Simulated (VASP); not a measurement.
# CaGe2Au2: interstitial Li from one void to a neighbouring one, part 5 of 5

How hard is this move in CaGe2Au2: interstitial Li from one void to a neighbouring one? Both ends are relaxed first, then a band of images between them. The start is a cell from a database of measured crystal structures.

VASP 6.6.1, plane waves and PAW; the level of theory is named at each step.

So far. Step 3 (Relax the start): The run ended after 18 ionic steps, 1.177 eV below its first step, once the forces on the free atoms met EDIFFG = -0.05. Step 4 (Relax the end): The run ended after 19 ionic steps, 1.215 eV below its first step, once the forces on the free atoms met EDIFFG = -0.05.

## Step 5: Nudged elastic band (continued)

Level of this step: PBEsol; plane waves and PAW (Au, Ge, Ca_pv, Li) (VASP).

OUTCAR, selected parts (step 5):

```text
   NELECT =     153.0000    total number of electrons

  tangential force (eV/A)        -0.550345
  left and right image   1.437592  1.425970 A

  tangential force (eV/A)        -0.548486
  left and right image   1.440690  1.429004 A

 E-fermi :   6.3898

 k-point     1 :       0.0000    0.0000    0.0000
  band No.  band energies     occupation
    ...
     72       4.7852      2.00000
     73       4.9870      2.00000
     74       5.3742      2.00000
     75       5.5550      2.00000
     76       5.8982      2.00004
     77       6.7511     -0.00345
     78       7.0459     -0.00000
     79       7.0782     -0.00000
     80       7.2663     -0.00000
     81       7.5461     -0.00000
    ...

 POSITION                                       TOTAL-FORCE (eV/Angst)
 -----------------------------------------------------------------------------------
      2.14389      0.25854      2.56015         0.025547      0.011642      0.083073
      4.36656      2.10004     -2.75590        -0.067644      0.036036      0.091874
      4.31873     -2.33111      8.03520        -0.038179      0.042055     -0.090226
      6.54970      0.30386     -7.48983         0.002430     -0.030199     -0.061446
      4.32212     -2.34776      2.20385        -0.015698      0.037726      0.074712
      6.54568      0.29200     -2.90645         0.002430     -0.029372      0.070022
      2.14057      0.25046      7.76501         0.026226     -0.000452     -0.076206
      4.36371      2.09523     -7.60704        -0.063281      0.040465     -0.091284
     -0.00734     -0.03818      6.36342        -0.018007      0.007655     -0.003282
      6.63143     -1.79655      1.33776        -0.086381     -0.057485     -0.091765
      6.42202      2.48539     -9.11862         0.008487      0.014090      0.006698
      4.28356     -0.23758     -3.94578         0.044271      0.075643     -0.023211
     -0.01635     -0.03938      3.91799        -0.014855      0.011237      0.002864
      6.62302     -1.80925     -1.38221        -0.103420     -0.053526      0.089606
      6.43072      2.46395     -1.25176        -0.012024      0.016737     -0.003023
      4.30011     -0.26024      3.88789         0.043942      0.078552      0.018758
      8.24606      0.07909     -0.04511        -0.020844      0.074575     -0.006074
      2.17238      2.23365      5.14736         0.005865      0.020793      0.000702
      6.53970      2.29363     -5.18907        -0.016697      0.012514     -0.001544
      4.55280      0.04790     -0.03127         0.085256      0.029935      0.004780
      1.84398      0.62020      0.00086         0.212575     -0.338622      0.004973
 -----------------------------------------------------------------------------------
    total drift:                               -0.008221     -0.030164      0.034007

  FREE ENERGIE OF THE ION-ELECTRON SYSTEM (eV)
  ---------------------------------------------------
  free  energy   TOTEN  =       -89.7242943359 eV

  energy  without entropy=      -89.7344257674  energy(sigma->0) =      -89.72767148

  tangential force (eV/A)        -0.539264
  left and right image   1.453481  1.441351 A

[... 6 parts as in an earlier step ...]

[... 8 further parts left out ...]
```

The path, image by image:

```
image  path (A)  energy (eV)      Li21: x, y, z (Å)
    0     0.000       0.0000  2.207, -0.007, -0.026
    1     1.453       0.1346    1.844, 0.620, 0.001
    2     2.895       0.7717   1.315, 1.291, -0.016
    3     4.336       0.1480    0.633, 1.822, 0.005
    4     5.785      -0.0020   0.014, 2.209, -0.034
```

This step gave:

```
electronic cycles                              : 293
path length (all atoms, rigid shifts included) : 5.785 Å
barrier                                        : 0.7717 eV
barrier in the reverse direction               : 0.7738 eV
barrier from a spline through the images       : 0.7717 eV
reaction energy                                : -0.002029 eV
```

What the program prints for this run, and its count of cycles, belong to image 1; the force that counts for the threshold is the band's, across the path.

## Step 6: What came out

| Property | Result |
| --- | --- |
| hop | interstitial Li from one void to a neighbouring one |
| barrier | 0.772 eV |
| barrier in the reverse direction | 0.774 eV |
| barrier from a spline through the images | 0.772 eV |
| reaction energy | -0.00203 eV |
| path length (all atoms, rigid shifts included) | 5.79 Å |

**Reading.** The barrier is 0.77 eV forwards and 0.77 eV backwards. With an attempt frequency of 10¹³ per second, taken as a typical value, this barrier gives about 10^0 hops a second at 300 K. Both ends are alike and an image sits at the midpoint, which is the saddle if the path is symmetric. The band met its force threshold after 27 steps. Cell and mesh are small and were not tested. The band started on a straight line, so other routes may lie lower.

[Lines on the potential files, build, host, timing and source positions are cut from VASP's logs without a mark.]

[Logs are printed without paths, hosts, clocks, repeated set-up lines and the standing remarks that a program may print on its own settings, such as how far it seeks lower states.]

[Hosts, paths, dates, database ids (printed as entryN), source tags and the programs' standing remarks are cut or masked in the printed files.]

[Runs that stopped without an error message from VASP are left out.]
